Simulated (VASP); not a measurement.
**Ga3BAs4: relaxation of cell and atoms with PBEsol**

Crystal: Ga3BAs4.

```
Ga B As
1.0
     0.00000    2.75344   -2.75344
    -2.75344   -5.50689   -2.75344
    -5.50689    2.75344    2.75344
Ga B As
3 1 4
Direct
  0.75000 0.50000 0.25000
  0.00000 0.00000 0.00000
  0.25000 0.50000 0.75000
  0.50000 0.00000 0.50000
  0.93750 0.87500 0.31250
  0.18750 0.37500 0.06250
  0.43750 0.87500 0.81250
  0.68750 0.37500 0.56250
```

The cell comes from a database or a generator and needn't be the stable form of this composition.

| Item | Value |
| --- | --- |
| Program | VASP 6.6.1 |
| Task | relaxation of cell and atoms |
| Functional | PBEsol |
| Potentials or basis | VASP PAW PBE potentials, release 64 (Ga_d, B, As) |
| Cutoff | 600 eV |
| k mesh | 2 × 2 × 2 |
| Occupations | gaussian, width 0.02 eV |
| Spin | no spin polarisation |
| Further INCAR settings | ALGO = Fast; EDIFF = 1e-06; IBRION = 2; EDIFFG = -0.01; NSW = 60; ISIF = 3 |

```yaml
Relaxed_volume: 20.26 Å³/atom
Relaxed_cell: a = 4.187 Å, b = 6.584 Å, c = 6.378 Å, α = 102.83°, β = 90.00°, γ = 108.54°
Space_group_after_relaxing_to_0.05_Å: Cm (No. 8)
Energy_gained_by_relaxing: 178.7 meV/atom
Ionic_steps: 49
Pressure_after_relaxing: 0.0 GPa
Largest_force_after_relaxing: 0.010 eV/Å
Band_gap_on_the_k_mesh: 0.36 eV, indirect (least direct gap 0.57 eV)
```

Forces in eV/Å, atoms in the order of the input:
```
Ga   0.005  0.000  0.000
Ga  -0.004  0.002  0.002
Ga   0.002  0.001  0.001
B   -0.002  0.003  0.003
As  -0.004  0.001  0.001
As  -0.001 -0.007 -0.007
As   0.000 -0.001 -0.001
As   0.005  0.003  0.003
```

Step by step:
| step | energy change (eV) | largest force (eV/Å) | pressure (GPa) | volume (Å³) |
| --- | --- | --- | --- | --- |
| 1 | 0.0000 | 2.4854 | 0.41 | 167.00 |
| 3 | -1.0507 | 1.4726 | -1.13 | 168.98 |
| 5 | -1.3076 | 0.7656 | -0.82 | 166.07 |
| 7 | -1.3779 | 0.3603 | 0.18 | 162.83 |
| 9 | -1.4035 | 0.2817 | 0.23 | 162.38 |
| 11 | -1.4194 | 0.1289 | -0.50 | 163.46 |
| 13 | -1.4252 | 0.1123 | 0.29 | 161.69 |
| 15 | -1.4272 | 0.0483 | 0.11 | 161.85 |
| 17 | -1.4274 | 0.0552 | 0.09 | 161.91 |
| 19 | -1.4281 | 0.0424 | -0.08 | 162.31 |
| 21 | -1.4285 | 0.0356 | 0.07 | 162.00 |
| 23 | -1.4285 | 0.0293 | 0.03 | 162.05 |
| 25 | -1.4287 | 0.0270 | 0.04 | 162.10 |
| 27 | -1.4289 | 0.0251 | 0.01 | 162.14 |
| 29 | -1.4291 | 0.0182 | -0.01 | 162.10 |
| 31 | -1.4291 | 0.0437 | 0.01 | 162.03 |
| 33 | -1.4293 | 0.0279 | 0.02 | 162.06 |
| 35 | -1.4296 | 0.0356 | 0.00 | 162.04 |
| 37 | -1.4297 | 0.0108 | 0.03 | 162.01 |
| 39 | -1.4298 | 0.0128 | 0.03 | 162.01 |
| 41 | -1.4298 | 0.0153 | -0.08 | 162.14 |
| 43 | -1.4298 | 0.0140 | -0.04 | 162.12 |
| 45 | -1.4298 | 0.0122 | -0.05 | 162.11 |
| 47 | -1.4298 | 0.0117 | -0.04 | 162.11 |
| 49 | -1.4298 | 0.0098 | 0.01 | 162.06 |

Final structure:
```cif
data_structure
_symmetry_space_group_name_H-M 'P 1'
_symmetry_Int_Tables_number 1
_cell_length_a 4.1875
_cell_length_b 6.5837
_cell_length_c 6.3776
_cell_angle_alpha 102.827
_cell_angle_beta 90.000
_cell_angle_gamma 108.543
_cell_volume 162.06
loop_
_atom_site_label
_atom_site_type_symbol
_atom_site_fract_x
_atom_site_fract_y
_atom_site_fract_z
_atom_site_occupancy
Ga1 Ga 0.75764 0.51527 0.25605 1
Ga2 Ga 0.99750 0.99501 0.99896 1
Ga3 Ga 0.23973 0.47947 0.72120 1
B1 B 0.49695 0.99389 0.50320 1
As1 As 0.95769 0.91538 0.36524 1
As2 As 0.19652 0.39303 0.06961 1
As3 As 0.44060 0.88120 0.78510 1
As4 As 0.66337 0.32675 0.55063 1
```

Levels at points of the mesh, in eV from the valence-band top:
| k point | band 29 | band 30 | band 31 | band 32 | band 33 | band 34 |
| --- | --- | --- | --- | --- | --- | --- |
| (0.00, 0.00, 0.00) | -0.44 | -0.19 | 0.00 | 0.57 | 0.93 | 1.16 |
| (0.50, 0.00, 0.00) | -2.43 | -1.84 | -1.70 | 3.00 | 3.51 | 3.67 |
| (0.00, 0.50, 0.00) | -0.96 | -0.93 | -0.72 | 0.36 | 0.44 | 0.81 |
| (0.00, 0.00, 0.50) | -1.70 | -1.38 | -1.16 | 0.58 | 1.79 | 2.01 |
| (0.50, 0.00, 0.50) | -1.55 | -1.17 | -0.47 | 1.25 | 1.56 | 1.76 |
| (0.00, 0.50, 0.50) | -1.43 | -1.40 | -1.10 | 0.39 | 1.41 | 1.66 |

It took 23 min on 2 MPI ranks on Intel(R) Xeon(R) Platinum 8375C CPU @ 2.90GHz (Ice Lake), on a shared host, peak memory 0.33 GiB a rank.

Caveat: the k mesh is coarse (spacing up to 0.84 Å⁻¹), so the values aren't converged; the PAW data sets were made with another functional, which shifts forces and pressure a little. A hybrid or GW would open this gap; PBEsol tends to underestimate it.
